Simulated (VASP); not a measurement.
Output of a VASP run:

File OSZICAR:
```
       N       E                     dE             d eps       ncg     rms          rms(c)
DAV:   1     0.960878942311E+03    0.96088E+03   -0.49322E+04  2280   0.141E+03
DAV:   2    -0.372631200042E+02   -0.99814E+03   -0.97342E+03  2380   0.483E+02
DAV:   3    -0.820645025805E+02   -0.44801E+02   -0.43308E+02  2882   0.884E+01
DAV:   4    -0.830941771471E+02   -0.10297E+01   -0.10164E+01  2688   0.110E+01
DAV:   5    -0.831154130186E+02   -0.21236E-01   -0.21115E-01  2655   0.156E+00    0.419E+01
DAV:   6    -0.793338894232E+02    0.37815E+01   -0.14264E+01  2437   0.173E+01    0.115E+01
DAV:   7    -0.790599048586E+02    0.27398E+00   -0.91055E-01  2832   0.414E+00    0.336E+00
DAV:   8    -0.790104777840E+02    0.49427E-01   -0.13515E-01  2499   0.125E+00    0.605E-01
DAV:   9    -0.790095629174E+02    0.91487E-03   -0.74796E-03  2688   0.300E-01    0.324E-01
DAV:  10    -0.790096117120E+02   -0.48795E-04   -0.82747E-04  2756   0.172E-01    0.136E-01
DAV:  11    -0.790096442199E+02   -0.32508E-04   -0.48889E-05  2656   0.376E-02    0.258E-02
DAV:  12    -0.790096275709E+02    0.16649E-04   -0.14675E-05  2586   0.224E-02    0.524E-03
DAV:  13    -0.790096277208E+02   -0.14992E-06   -0.37077E-07  2280   0.259E-03    0.196E-03
DAV:  14    -0.790096280084E+02   -0.28761E-06   -0.45957E-08  1537   0.122E-03    0.783E-04
DAV:  15    -0.790096279339E+02    0.74504E-07   -0.77373E-09  1544   0.443E-04
   1 F= -.79009628E+02 E0= -.79009628E+02  d E =0.000000E+00
```

**OUTCAR**
```
------------------------ aborting loop because EDIFF is reached ----------------------------------------
  FORCE on cell =-STRESS in cart. coord.  units (eV):
  Direction    XX          YY          ZZ          XY          YZ          ZX
  --------------------------------------------------------------------------------------
  Total       -0.1429524     -0.1429524     -0.1429524     -0.0000000     -0.0000000      0.0000000
  in kB       -1.9424785     -1.9424785     -1.9424785     -0.0000000     -0.0000000      0.0000000
  external PRESSURE =      -1.9424785 kB  Pullay stress =       0.0000000 kB
  volume of cell :      117.91
      direct lattice vectors                 reciprocal lattice vectors
     4.903602328  0.000000000  0.000000000     0.203931708  0.000000000  0.000000000
     0.000000000  4.903602328  0.000000000     0.000000000  0.203931708  0.000000000
     0.000000000  0.000000000  4.903602328     0.000000000  0.000000000  0.203931708
 POSITION                                       TOTAL-FORCE (eV/Angst)
 -----------------------------------------------------------------------------------
      2.45180      2.45180      2.45180         0.000000      0.000000      0.000000
      0.00000      0.00000      0.00000         0.000000      0.000000      0.000000
      1.22590      0.00000      2.45180        -0.000000     -0.000000     -0.000000
      2.45180      1.22590      0.00000        -0.000000      0.000000     -0.000000
      2.45180      3.67770      0.00000        -0.000000     -0.000000      0.000000
      3.67770      0.00000      2.45180         0.000000     -0.000000      0.000000
      0.00000      2.45180      3.67770         0.000000      0.000000      0.000000
      0.00000      2.45180      1.22590        -0.000000      0.000000     -0.000000
 -----------------------------------------------------------------------------------
    total drift:                                0.000000     -0.000000     -0.000000
  FREE ENERGIE OF THE ION-ELECTRON SYSTEM (eV)
  ---------------------------------------------------
  free  energy   TOTEN  =       -79.0096279339 eV

  energy  without entropy=      -79.0096279339  energy(sigma->0) =      -79.00962793

 total charge

# of ion       s       p       d       tot
------------------------------------------
    1        0.709   0.891   0.000   1.600
    2        0.709   0.891   0.000   1.600
    3        2.330   6.196   4.068  12.595
    4        2.330   6.196   4.068  12.595
    5        2.330   6.196   4.068  12.595
    6        2.330   6.196   4.068  12.595
    7        2.330   6.196   4.068  12.595
    8        2.330   6.196   4.068  12.595
--------------------------------------------------
tot         15.399  38.958  24.411  78.768
```
(Selected blocks of OUTCAR.)

**POSCAR**
```
Mo3Si
1
    4.9036023282     0.0000000000    -0.0000000000
   -0.0000000000     4.9036023282     0.0000000000
    0.0000000000    -0.0000000000     4.9036023282
Si Mo
2 6
Direct
  0.5000000000   0.5000000000   0.5000000000
  0.0000000000   0.0000000000   0.0000000000
  0.2500000000   0.0000000000   0.5000000000
  0.5000000000   0.2500000000   0.0000000000
  0.5000000000   0.7500000000   0.0000000000
  0.7500000000   0.0000000000   0.5000000000
  0.0000000000   0.5000000000   0.7500000000
  0.0000000000   0.5000000000   0.2500000000
```

Problem. Reconstruct the remaining input files.

Solution. Several could match; the one computed here: the input of the run itself, PBE GGA, plane waves, VASP's PBE PAW potentials (set 64).

### INCAR
```
# general
SYSTEM   =  Mo3Si
PREC     =  Accurate
ENCUT    =  400   # plane-wave cut-off (eV)
LREAL    =  .False.
LASPH    =  .True.

# electronic loop
EDIFF    =  1E-7   # SCF stop (eV)
NELM     =  100
ALGO     =  Normal
LMAXMIX  =  4   # l cut-off of mixed one-centre charges

# smearing
ISMEAR   =  -5   # tetrahedra, Bloechl

# functional
GGA      =  PE

# ions
ISIF     =  2

# output
LWAVE    =  .False.
LCHARG   =  .True.
LORBIT   =  11   # lm-projected
NEDOS    =  601   # DOS grid

# other
LEFG     =  .True.
```

### KPOINTS
```
Automatic mesh
0
Gamma
7 7 7
0 0 0
```

POTCAR, in this order: Si Mo_sv (PBE.64 set). Program: vasp_std.

For a metal the tetrahedron method with Blöchl corrections gives inexact stress and forces.

The compound is Mo3Si in the A15 structure. It was relaxed first.
